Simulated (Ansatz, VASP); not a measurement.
**CuS: VASP beside Ansatz**

Aim: how closely do two programs agree when they are given the same cell, functional and k mesh? The cell is taken from a series of runs on this material, whose earlier steps may have relaxed, scaled, displaced or heated it; both programs get it as it stands.

Calculated with Ansatz 0.2.0; plane waves, with VASP 6.6.1 beside it; relaxation of cell and atoms at PBEsol and zone-centre phonons at PBEsol.

### 1. The structure

Symmetry: Fm-3m, No. 225, cubic system. Conventional cell: a = 4.801 Å, b = 4.801 Å, c = 4.801 Å, α = 90.00°, β = 90.00°, γ = 90.00°. Nearest to Cu lie 6 S at 2.40 Å. S has 6 Cu at 2.40 Å nearest. Farther neighbours and most contacts between anions are not listed.

Coordinates:

```xyz
2
Lattice="0.0000 2.4007 2.4007 2.4007 0.0000 2.4007 2.4007 2.4007 0.0000" Properties=species:S:1:pos:R:3 pbc="T T T"
Cu    0.0000    0.0000    0.0000
S     2.4007    2.4007    2.4007
```

### 2. VASP: relaxation of cell and atoms, PBEsol

The relaxed volume is the usual yardstick between codes: in a stiff, nearly cubic crystal its relative difference is about their pressure difference at one cell divided by the bulk modulus.

Lines of VASP's logs that name or quote its potential files are left out, and so is its time.

INCAR reads:

```
SYSTEM = CuS
PREC = Accurate
ENCUT = 600
EDIFF = 1E-07
NELM = 120
ISMEAR = 1
SIGMA = 0.15
LREAL = .FALSE.
ALGO = Normal
GGA = PS
NBANDS = 14
LASPH = .TRUE.
LORBIT = 11
LWAVE = .FALSE.
LCHARG = .FALSE.
ISIF = 3
IBRION = 2
NSW = 80
EDIFFG = -0.005
GGA_COMPAT = .FALSE.
NELMIN = 4
KPAR = 2
```

POSCAR reads:

```
CuS
1.0
    0.0000000000      2.4006960000      2.4006960000
    2.4006960000      0.0000000000      2.4006960000
    2.4006960000      2.4006960000      0.0000000000
Cu S
1 1
Direct
    0.0000000000      0.0000000000      0.0000000000
    0.5000000000      0.5000000000      0.5000000000
```

KPOINTS reads:

```
Automatic mesh
0
Gamma
16 16 16
0 0 0
```

Potentials, in the order of the species: Cu and S (PBE family, release 64).

On the command line:

```
$ mpirun -np 2 vasp_std
```

Numbers of over 12 decimals in the logs are rounded to 6 here.

Output:

```text
[banner, memory and clock lines left out]
running    2 mpi-ranks, on    1 nodes
 distrk:  each k-point on    1 cores,    2 groups
 distr:  one band on    1 cores,    1 groups

 POSCAR found type information on POSCAR CuS
 POSCAR found :  2 types and       2 ions
|                                                                             |
|               ----> ADVICE to this user running VASP <----                  |
|                                                                             |
|     You enforced a specific xc type in the INCAR file but a different       |
|     [... a line on the potential file left out ...]
|     I HOPE YOU KNOW WHAT YOU ARE DOING!                                     |
|                                                                             |

 LDA part: xc-table for (Slater+PW92), standard interpolation
 POSCAR, INCAR and KPOINTS ok, starting setup
 FFT: planning ... GRIDC
 FFT: planning ... GRID_SOFT
 FFT: planning ... GRID
 WAVECAR not read
 entering main loop
       N       E                     dE             d eps       ncg     rms          rms(c)
DAV:   1     0.983803003725E+02    0.98380E+02   -0.86118E+03  4192   0.179E+03
DAV:   2    -0.354676395866E+01   -0.10193E+03   -0.94014E+02  4354   0.296E+02
DAV:   3    -0.105192967874E+02   -0.69725E+01   -0.65717E+01  5226   0.798E+01
DAV:   4    -0.106865482449E+02   -0.16725E+00   -0.16698E+00  4762   0.113E+01
DAV:   5    -0.106913046181E+02   -0.47564E-02   -0.47559E-02  5648   0.209E+00    0.130E+01
DAV:   6    -0.107089313729E+02   -0.17627E-01   -0.20469E+01  4404   0.146E+02    0.985E+00
DAV:   7    -0.899734312256E+01    0.17116E+01   -0.51811E+00  4936   0.892E+01    0.307E+00
DAV:   8    -0.901520358891E+01   -0.17860E-01   -0.35108E-01  5910   0.128E+01    0.160E+00
DAV:   9    -0.899895179627E+01    0.16252E-01   -0.62050E-02  6030   0.855E+00    0.292E-01
DAV:  10    -0.899911300326E+01   -0.16121E-03   -0.24713E-03  6154   0.728E-01    0.212E-01
DAV:  11    -0.899913327487E+01   -0.20272E-04   -0.43976E-04  5320   0.762E-01    0.933E-02
DAV:  12    -0.899908298695E+01    0.50288E-04   -0.20135E-04  4912   0.521E-01    0.365E-02
DAV:  13    -0.899908294805E+01    0.38892E-07   -0.76244E-06  6252   0.472E-02    0.283E-02
DAV:  14    -0.899908290305E+01    0.45002E-07   -0.29470E-07  4466   0.753E-03
   1 F= -.89990829E+01 E0= -.89997387E+01  d E =-.899908E+01
 curvature:   0.00 expect dE= 0.000E+00 dE for cont linesearch  0.000E+00
 trial: gam= 0.00000 g(F)=  0.610E-60 g(S)=  0.530E-03 ort = 0.000E+00 (trialstep = 0.100E+01)
 search vector abs. value=  0.530E-03
 bond charge predicted
       N       E                     dE             d eps       ncg     rms          rms(c)
DAV:   1    -0.900852419734E+01   -0.94412E-02   -0.13727E-01  4252   0.102E+01    0.812E-01
DAV:   2    -0.900534542284E+01    0.31788E-02   -0.78539E-02  4558   0.107E+01    0.467E-01
DAV:   3    -0.899952827322E+01    0.58171E-02   -0.19884E-02  4666   0.553E+00    0.160E-01
DAV:   4    -0.899915555652E+01    0.37272E-03   -0.10765E-03  5652   0.582E-01    0.529E-02
DAV:   5    -0.899911905603E+01    0.36500E-04   -0.48398E-05  6284   0.163E-01    0.147E-02
DAV:   6    -0.899911525836E+01    0.37977E-05   -0.10995E-05  6298   0.394E-02    0.754E-03
DAV:   7    -0.899911528232E+01   -0.23958E-07   -0.23876E-07  4502   0.435E-03
   2 F= -.89991153E+01 E0= -.89997731E+01  d E =-.323793E-04
 trial-energy change:   -0.000032  1 .order   -0.000094   -0.000530    0.000342
 step:   0.5017(harm=  0.6081)  dis= 0.00000  next Energy=    -8.999208 (dE=-0.125E-03)
 bond charge predicted
       N       E                     dE             d eps       ncg     rms          rms(c)
DAV:   1    -0.900156355940E+01   -0.24483E-02   -0.34006E-02  4240   0.505E+00    0.412E-01
DAV:   2    -0.900081649784E+01    0.74706E-03   -0.20215E-02  4528   0.535E+00    0.239E-01
DAV:   3    -0.899930167675E+01    0.15148E-02   -0.50912E-03  4636   0.284E+00    0.804E-02
DAV:   4    -0.899921061028E+01    0.91066E-04   -0.25357E-04  5690   0.267E-01    0.265E-02
DAV:   5    -0.899920242351E+01    0.81868E-05   -0.11772E-05  6344   0.100E-01    0.665E-03
DAV:   6    -0.899920205725E+01    0.36626E-06   -0.33008E-06  4986   0.165E-02    0.366E-03
DAV:   7    -0.899920200750E+01    0.49755E-07   -0.54382E-08  3062   0.242E-03
   3 F= -.89992020E+01 E0= -.89998585E+01  d E =-.119104E-03
 curvature:  -0.28 expect dE=-0.847E-07 dE for cont linesearch -0.847E-07
 trial: gam=-0.02325 g(F)=  0.194E-60 g(S)=  0.301E-06 ort = 0.126E-04 (trialstep = 0.900E+00)
 search vector abs. value=  0.271E-09
 reached required accuracy - stopping structural energy minimisation
```

From OUTCAR (step 2):

```text
ion  position               nearest neighbor table
   1  0.000  0.000  0.000-   2 2.40   2 2.40   2 2.40   2 2.40   2 2.40   2 2.40
   2  0.500  0.500  0.500-   1 2.40   1 2.40   1 2.40   1 2.40   1 2.40   1 2.40

  LATTYP: Found a face centered cubic cell.
 ALAT       =     4.8013920000

 Subroutine GETGRP returns: Found 48 space group operations
 (whereof 48 operations were pure point group operations)

The static configuration has the point symmetry O_h .

 Found    145 irreducible k-points:

   k-points           NKPTS =    145   k-points in BZ     NKDIM =    145   number of bands    NBANDS=     14

   dimension x,y,z NGX =    28 NGY =   28 NGZ =   28
   dimension x,y,z NGXF=    56 NGYF=   56 NGZF=   56

   ENCUT  =  600.0 eV  44.10 Ry    6.64 a.u.   6.78  6.78  6.78*2*pi/ulx,y,z

   NELECT =      17.0000    total number of electrons

 k-points in reciprocal lattice and weights: Automatic mesh
   0.00000000  0.00000000  0.00000000       0.000
   0.06250000  0.00000000  0.00000000       0.002
   0.12500000  0.00000000  0.00000000       0.002
   0.18750000  0.00000000  0.00000000       0.002
   0.25000000  0.00000000  0.00000000       0.002
   0.31250000  0.00000000  0.00000000       0.002
   0.37500000  0.00000000  0.00000000       0.002
   0.43750000  0.00000000  0.00000000       0.002
   0.50000000  0.00000000  0.00000000       0.001
[...]
-0.31250000  0.50000000  0.18750000       0.003
  -0.25000000  0.50000000  0.25000000       0.001

 average (electrostatic) potential at core
       1 -63.7612       2 -84.5284

 E-fermi :   7.3539

 k-point     1 :       0.0000    0.0000    0.0000
  band No.  band energies     occupation
    ...
      5       4.2743      2.00000
      6       4.2743      2.00000
      7       6.5457      2.00000
      8       6.5457      2.00000
      9       6.5457      2.00000
     10      11.4772      0.00000
     11      17.0911      0.00000
     12      17.0911      0.00000
     13      17.0911      0.00000
     14      20.2015      0.00000

 k-point     2 :       0.0625    0.0000    0.0000
  band No.  band energies     occupation
    ...
      5       4.2863      2.00000
      6       4.2863      2.00000
      7       6.2606      2.00000
      8       6.6494      2.00000
      9       6.6494      2.00000
     10      11.7808      0.00000
     11      16.7237      0.00000
     12      17.1162      0.00000
     13      17.1162      0.00000
     14      19.7553      0.00000

 k-point     3 :       0.1250    0.0000    0.0000
  band No.  band energies     occupation
    ...
      5       4.3341      2.00000
      6       4.3341      2.00000
      7       5.6834      2.00000
      8       6.9129      2.00026
      9       6.9129      2.00026
     10      12.4287      0.00000
     11      16.1113      0.00000
     12      17.0409      0.00000
     13      17.0409      0.00000
     14      18.8749      0.00000

  Total        0.0020390      0.0020390      0.0020390      0.0000000      0.0000000      0.0000000
  in kB        0.1176907      0.1176907      0.1176907      0.0000000      0.0000000      0.0000000
  external PRESSURE =       0.1176907 kB  Pullay stress =       0.0000000 kB

  energy-cutoff  :      600.00
  volume of cell :       27.76
      direct lattice vectors                 reciprocal lattice vectors
    -0.000000000  2.403182784  2.403182784    -0.208057416  0.208057416  0.208057416
     2.403182784 -0.000000000  2.403182784     0.208057416 -0.208057416  0.208057416
     2.403182784  2.403182784  0.000000000     0.208057416  0.208057416 -0.208057416

 POSITION                                       TOTAL-FORCE (eV/Angst)
 -----------------------------------------------------------------------------------
      0.00000      0.00000      0.00000        -0.000000      0.000000     -0.000000
      2.40318      2.40318      2.40318         0.000000     -0.000000      0.000000
 -----------------------------------------------------------------------------------
    total drift:                               -0.000000      0.000000      0.000000

  FREE ENERGIE OF THE ION-ELECTRON SYSTEM (eV)
  ---------------------------------------------------
  free  energy   TOTEN  =        -8.9992020075 eV

  energy  without entropy=       -9.0011714995  energy(sigma->0) =       -8.99985850

 reached required accuracy - stopping structural energy minimisation

 total charge
# of ion       s       p       d       tot
------------------------------------------
    1        0.389   0.376   9.171   9.936
    2        1.345   2.300   0.000   3.645
--------------------------------------------------
tot          1.734   2.676   9.171  13.581

[... 3 further parts left out ...]
```

CONTCAR:

```
CuS
   1.00000000000000
    -0.0000000000000000    2.4031827837289921    2.4031827837289921
     2.4031827837289921   -0.0000000000000000    2.4031827837289921
     2.4031827837289921    2.4031827837289921    0.0000000000000000
  Cu              S
     1     1
Direct
     0.0000000000000000    0.0000000000000000    0.0000000000000000
     0.5000000000000000    0.5000000000000000    0.5000000000000000
```

This run has no spin polarisation, so a moment on Cu, if there is one, isn't seen. Its electron count is odd, so without a moment it is a metal by construction. The run keeps the 48 symmetry operations of its start, so it cannot find a distortion of lower symmetry.

### 3. Ansatz: relaxation of cell and atoms, PBEsol

Ansatz runs on norm-conserving files, of PseudoDojo where its log says so.

The same cell, functional, mesh and smearing now go to Ansatz, which takes its cutoff from its data sets.

input.yaml reads:

```yaml
crystal:
  lattice:
    - [0.0, 2.4006959679, 2.4006959679]
    - [2.4006959679, 0.0, 2.4006959679]
    - [2.4006959679, 2.4006959679, 0.0]
  atoms:
    - { symbol: Cu, position: [0.0, 0.0, 0.0] }
    - { symbol: S, position: [0.5, 0.5, 0.5] }
kpoints:
  mp_grid: { grid: [16, 16, 16] }
hamiltonian:
  xc: pbesol
  pseudopotentials: { kind: nc }
scf:
  occupations: { method: methfessel_paxton, width: 0.15 }
output:
  forces: true
  stress: true
  eigenvalues: true
relax:
  adjacent_minimum: "off"
  f_tol: 0.001
  max_steps: 60
  cell: { stress_tol: 0.01 }
```

On the command line:

```
$ ansatz run input.yaml --threads 4 --pin off --max-ram 7168MiB --backend cpu --events-out ev --progress --plain --runs-dir out
```

Output:

```text
Engine: ansatz 0.2.0, aarch64-unknown-linux-gnu
Pseudopotentials: kind: nc
Pseudopotential: Cu, nc, valence charge 19, recommended cutoff 1251.723767 eV (normal), Cu.nc.azcp (PseudoDojo's, or run here from an input of PseudoDojo's: the run reads no file of this project's for it)
Pseudopotential: S, nc, valence charge 6, recommended cutoff 707.496042 eV (normal), S.nc.azcp (PseudoDojo's, or run here from an input of PseudoDojo's: the run reads no file of this project's for it)
Functional definition: PBEsol
  exchange = pbesol_x
  correlation = pbesol_c
Crystal: 2 atoms, lattice volume = 27.672 Å³
Basis set: ecut = 1251.723767 eV, 2733 PW (Γ), exchange–correlation on 80×80×80 points (8 copies of the dense FFT grid, shifted against one another)
Bands: 17, of which v1, the nominal top of the filled ones, is band 13 counted from 1 (12 counted from 0)
Symmetry: 48 space group operations
Space group: Fm-3m (ITA 225), of the structure as read, at distance tolerance 3.0e-5 Å
k-points: 145 of 4096
Non-local potential: Cu, projectors of the file, l = 0: 2, l = 1: 2, l = 2: 2
Non-local potential: S, projectors of the file, l = 0: 2, l = 1: 2, l = 2: 2
Initial density: superposition of atomic densities (chi_scale 0.1, normalization cell, long waves kept (reshape's long-wave potential 0.00 eV rms))
Initial wavefunctions: pseudopotential atomic-orbital guess
Functional: x = pbesol(κ = 0.804, μ = 0.123457), c = pbesol(β = 0.046)
SCF iter   1: F=—  HF=-5455.796735 eV  |F-HF|=—  |Δ(HF+E_count)|=         —  Δρ=8.47e-2  dr2=1.39e0  ethr=3.10e-3  ⟨swp⟩=6.0  Hψ=14049  notcnv=0
preconditioner: auto → Kerker (q_TF=auto, 2.683 Å⁻¹)  [metal: Δε(μ)=0.012 eV  Ē_g=10.781 eV  σ=0.150 eV  W_gap=0.07  n_scr=14 (ndim 8)  ℏωp=29.1 eV  f_vac=0.000  D(μ)=1.04/eV (n_scr^D=8)]
SCF iter   2: F=—  HF=-5455.541422 eV  |F-HF|=—  |Δ(HF+E_count)|=   2.55e-1  S|Δr|=    0.00e0  Δρ=3.74e-2  dr2=1.04e-1  ethr=3.10e-3  ⟨swp⟩=2.5  Hψ=4986  notcnv=0  defer=20
SCF iter   3: F=—  HF=-5455.520317 eV  |F-HF|=—  |Δ(HF+E_count)|=   2.11e-2  S|Δr|=    0.00e0  Δρ=1.58e-2  dr2=2.39e-2  ethr=4.14e-4  ⟨swp⟩=2.1  Hψ=5159  notcnv=0  defer=20
SCF iter   4: F=—  HF=-5455.515292 eV  |F-HF|=—  |Δ(HF+E_count)|=   5.02e-3  S|Δr|=    0.00e0  Δρ=3.76e-3  dr2=1.76e-3  ethr=9.56e-5  ⟨swp⟩=1.0  Hψ=2453  notcnv=0  defer=20
SCF iter   5: F=—  HF=-5455.514976 eV  |F-HF|=—  |Δ(HF+E_count)|=   3.16e-4  S|Δr|=    0.00e0  Δρ=4.29e-4  dr2=2.43e-5  ethr=7.05e-6  ⟨swp⟩=1.2  Hψ=2694  notcnv=0  defer=20
SCF iter   6: F=—  HF=-5455.514978 eV  |F-HF|=—  |Δ(HF+E_count)|=   1.31e-6  S|Δr|=    0.00e0  Δρ=3.36e-5  dr2=1.57e-7  ethr=9.73e-8  ⟨swp⟩=2.8  Hψ=4274  notcnv=0  defer=20
SCF iter   7: F=-5455.514978 eV  HF=-5455.514978 eV  |F-HF|=9.59e-10  |Δ(HF+E_count)|=   6.71e-8  S|Δr|=    0.00e0  Δρ=6.23e-6  dr2=5.76e-9  ethr=4.00e-10  ⟨swp⟩=6.3  Hψ=10894  notcnv=0
SCF 1 converged in 7 iterations: F = -5455.514978 eV  dr2 = 5.76e-9
relax step   1: F+E_penalty+E_count = -5455.51497763 eV  Δ(F+E_penalty+E_count) = +0.000e0 eV  max|allowed force component| = 3.221e-30 eV/Å  Δτ_max = 0.0000 Å  P = -0.066 GPa  Ω = 27.672 Å³  (7 SCF iters, dr2 threshold 1.00e-7 eV, accepted)
[...]
relax step   2: F+E_penalty+E_count = -5455.51498112 eV  Δ(F+E_penalty+E_count) = -3.493e-6 eV  max|allowed force component| = 5.391e-30 eV/Å  Δτ_max = 0.0000 Å  P = -0.028 GPa  Ω = 27.664 Å³  energy of the carried Pulay correction = +1.081e-6 eV  (3 SCF iters, dr2 threshold 1.08e-8 eV, accepted)
[...]
relax step   3: F+E_penalty+E_count = -5455.51498247 eV  Δ(F+E_penalty+E_count) = -1.346e-6 eV  max|allowed force component| = 3.665e-30 eV/Å  Δτ_max = 0.0000 Å  P = +0.000 GPa  Ω = 27.658 Å³  energy of the carried Pulay correction = +1.890e-6 eV  (4 SCF iters, dr2 threshold 1.98e-9 eV, accepted)
[...]
relax step   4: F+E_penalty+E_count = -5455.51498085 eV  Δ(F+E_penalty+E_count) = +1.622e-6 eV  max|allowed force component| = 3.977e-30 eV/Å  Δτ_max = 0.0000 Å  P = -0.000 GPa  Ω = 27.658 Å³  stress off target by 3.55e-5 GPa  SCF on the basis re-selected at this cell (its energy is not comparable with the rows above)  (7 SCF iters)
basis re-selected at this cell: Δ(F+E_penalty+E_count) = +1.622e-6 eV, ΔP = -0.000 GPa vs the last step (what re-selecting the basis moved, of the pressure what is left beyond the Pulay correction that the steps carried, after the strain that the cell walked since its last selection, with what the two solves' SCF thresholds leave and, on support functions, any second-order correction that the steps lacked; it is no m [...]
SCF converged after 7 iterations
Stability not checked: this state was not tested for a lower state beside it, because cold or Methfessel-Paxton smearing, or corrected tetrahedra, fill the levels in a way that the test cannot read (fill_not_monotonic; see scf.lower_state_search)
Free energy (F): -5455.514981 eV
Harris-Foulkes:  -5455.514981 eV  (|F-HF|=0.00e0)
Internal energy: -5455.517056 eV  (E = F + TS)
E sigma→0 (E₀):  -5455.515500 eV
Entropy (-TS):   0.002075 eV (1.038 meV/atom)
Fermi energy:    12.521049 eV
--- Per-component energies (eV) ---
  E_band       = -406.465212
  E_kinetic    = 2475.424041
  E_local      = -5210.134302  (includes V_loc(G=0)·N_el)
  E_nonlocal   = -870.546959
  E_hartree    = 1967.470622
  E_xc         = -715.192052
  E_vxc        = -736.149195  (∫ρ·V_xc dr)
  E_ewald      = -3102.538407
  E_smearing   = 0.002075  (= −TS)
  E_closure    = -0.000000  (closes the sum)
  Σ components = -5455.514981   (vs F -5455.514981, Δ=0.00e0)
--- Forces (eV/Å), atoms counted from 1 ---
  atom   1  Cu    -0.00000000     0.00000000     0.00000000
  atom   2  S      0.00000000    -0.00000000    -0.00000000
  max |Σ_I F_I| component: 5.72e-30 eV/Å
--- Stress (GPa, compression-positive) ---
       -0.000035      -0.000000      -0.000000
       -0.000000      -0.000035      -0.000000
       -0.000000      -0.000000      -0.000035
  P = ⅓ Tr σ = -0.0000 GPa (-0.000 kbar)
--- Band table (eV; the first three rows and the last of 145) ---
  k-point 0: bands = [... 9 lower, 9.4664, 11.6709, 11.6709, 11.6709, 16.6002, 22.1154, 22.1154, 22.1154]
  k-point 1: bands = [... 9 lower, 9.4774, 11.3886, 11.7795, 11.7795, 16.9055, 21.7664, 22.1397, 22.1397]
  k-point 2: bands = [... 9 lower, 9.5259, 10.8275, 12.0536, 12.0536, 17.5559, 21.1753, 22.0665, 22.0665]
  k-point 144: bands = [... 9 lower, 10.1791, 10.1791, 10.3425, 10.4770, 17.7504, 20.5946, 21.2845, 21.2845]
--- Relaxed structure (3 steps of the walk, 3 accepted, 1 SCFs on fresh bases) ---
  F+E_penalty+E_count = -5455.51498085 eV   max|allowed force component| = 3.977e-30 eV/Å   (the final SCF, on the basis selected at the relaxed cell)
  cell:  # Å, volume = 27.6576 Å³
    - [0, 2.400278, 2.400278]
    - [2.400278, 0, 2.400278]
    - [2.400278, 2.400278, 0]
  atoms:
    - { symbol: Cu, position: [0, 0, 0] }
    - { symbol: S, position: [0.5, 0.5, 0.5] }
```

### 4. Differences

Known differences besides the potentials themselves: the data sets hold 25 valence electrons in Ansatz (on norm-conserving files, of PseudoDojo where its log says so) and 17 in VASP; the cutoff is 1251.72 eV in Ansatz and 600 eV in VASP; Ansatz adds a Pulay correction to the stress that steers its cell, VASP none. Total energies have different zeros and are not compared.

Compared:

```
                                         quantity  Ansatz   VASP  difference
                                      volume (Å³)   27.66  27.76     -0.36 %
edge a after relaxation, in the typed setting (Å)   3.394  3.399     -0.12 %
```

[end of part 1 of 2]

[Lines on the potential files, build, host, timing and source positions are cut from VASP's logs without a mark.]

[Logs are printed without paths, hosts, clocks, repeated set-up lines and the standing remarks that a program may print on its own settings, such as how far it seeks lower states.]

[Hosts, paths, dates, database ids (printed as entryN), source tags and the programs' standing remarks are cut or masked in the printed files.]
